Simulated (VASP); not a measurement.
VASP runs on Cs3O (space group P6_3/mcm) share one base input (PBEsol GGA, plane waves, VASP's PBE PAW potentials (set 64)) and change the settings named in each case.

KPOINTS:
```
Regular mesh
0
Gamma
 3 3 3
```

### INCAR
```
# general
SYSTEM =Cs3O
PREC   =Accurate
ENCUT  =400
LREAL  =F
LASPH  =T

# electronic loop
EDIFF  =1E-6
NELM   =100
ALGO   =Normal
LMAXMIX=4

# smearing
ISMEAR =0
SIGMA  =0.2

# functional
GGA    =PS

# ions
ISIF   =2

# output
LWAVE  =F
LCHARG =F
```

POSCAR:
```
Cs3O
1
    8.7800000000     0.0000000000     0.0000000000
   -4.3900000000     7.6037030000     0.0000000000
    0.0000000000     0.0000000000     7.5200000000
O Cs
2 6
Direct
  0.0000000000   0.0000000000   0.0000000000
  0.0000000000   0.0000000000   0.5000000000
  0.2500000000   0.0000000000   0.2500000000
  0.2500000000   0.2500000000   0.7500000000
  0.0000000000   0.2500000000   0.2500000000
  0.7500000000   0.0000000000   0.7500000000
  0.7500000000   0.7500000000   0.2500000000
  0.0000000000   0.7500000000   0.7500000000
```

POTCAR, in this order: O Cs_sv (PBE.64 set). Program: vasp_std.

```csv
change,E(σ→0) (eV/atom),pressure (GPa),−TS (eV)
base run,-2.8447,-0.98,-0.0633
"GGA removed, POTCAR O Cs_sv (LDA.64 set)",-3.0444,(withheld),(withheld)
"GGA_COMPAT = .FALSE., LNONCOLLINEAR = .TRUE., LSORBIT = .TRUE., MAGMOM = 0.0 0.0 0.0 0.0 0.0 0.0 0.0 0.0 0.0 0.0 0.0 0.0 0.0 0.0 0.0 0.0 0.0 0.0 0.0 0.0 0.0 0.0 0.0 0.0, program vasp_ncl",-2.9692,(withheld),(withheld)
KPOINTS 1×1×1 Γ-centred mesh,-2.9671,-0.96,0.0000
```

**Question.** Complete the blanks.

**Answer.** 
- GGA_COMPAT = .FALSE., LNONCOLLINEAR = .TRUE., LSORBIT = .TRUE., MAGMOM = 0.0 0.0 0.0 0.0 0.0 0.0 0.0 0.0 0.0 0.0 0.0 0.0 0.0 0.0 0.0 0.0 0.0 0.0 0.0 0.0 0.0 0.0 0.0 0.0, program vasp_ncl, pressure (GPa): -0.99
- GGA_COMPAT = .FALSE., LNONCOLLINEAR = .TRUE., LSORBIT = .TRUE., MAGMOM = 0.0 0.0 0.0 0.0 0.0 0.0 0.0 0.0 0.0 0.0 0.0 0.0 0.0 0.0 0.0 0.0 0.0 0.0 0.0 0.0 0.0 0.0 0.0 0.0, program vasp_ncl, −TS (eV): -0.0632
- GGA removed, POTCAR O Cs_sv (LDA.64 set), pressure (GPa): -1.52
- GGA removed, POTCAR O Cs_sv (LDA.64 set), −TS (eV): -0.0661

Energies of different potentials or functionals have different zeros.  Unless said otherwise, spin-orbit coupling is left out, though it shifts the bands of the heavy elements here. At 400 eV the pressure can carry a Pulay error.

Left out are runs that ran out of time, are held back, or changed the cell or the kind of run, fixed moments of cells without a moment, rows past the twelfth, gaps on odd meshes, pressures of charged cells and columns that move by less than the noise.

The structure comes from a measured Cs3O entry of the Crystallography Open Database, whose conditions weren't checked. The cell was not relaxed at this level.
